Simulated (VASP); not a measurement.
Data:

```xyz
1
Lattice="0.0000 1.9476 1.9476 1.9476 0.0000 1.9476 1.9476 1.9476 0.0000" Properties=species:S:1:pos:R:3 pbc="T T T"
Pd     0.0000     0.0000     0.0000
```

All values below come from SCAN meta-GGA, VASP's PBE PAW potentials (set 64) (plane waves; VASP). Numerical set-up: 520 eV cut-off, 18×18×18 Γ-centred mesh, tetrahedra with Blöchl corrections, potentials Pd.

**Question.** Give the energies of bands 1 to 6 at the high-symmetry points, in eV from the Fermi level.

**Answer.** 
```csv
band,Γ,X,U,L,W
1,-7.29,-5.56,-4.88,-5.44,-4.46
2,-2.90,-5.25,-4.27,-2.99,-3.46
3,-2.90,-0.10,-2.00,-2.99,-3.46
4,-2.90,0.34,-1.02,-0.02,-1.40
5,-1.31,0.34,-0.13,-0.02,0.34
6,-1.31,3.55,7.44,1.18,9.30
```

It has no gap at this level: it comes out as a metal or semimetal.

The compound is Pd in the fcc structure. It was relaxed first.
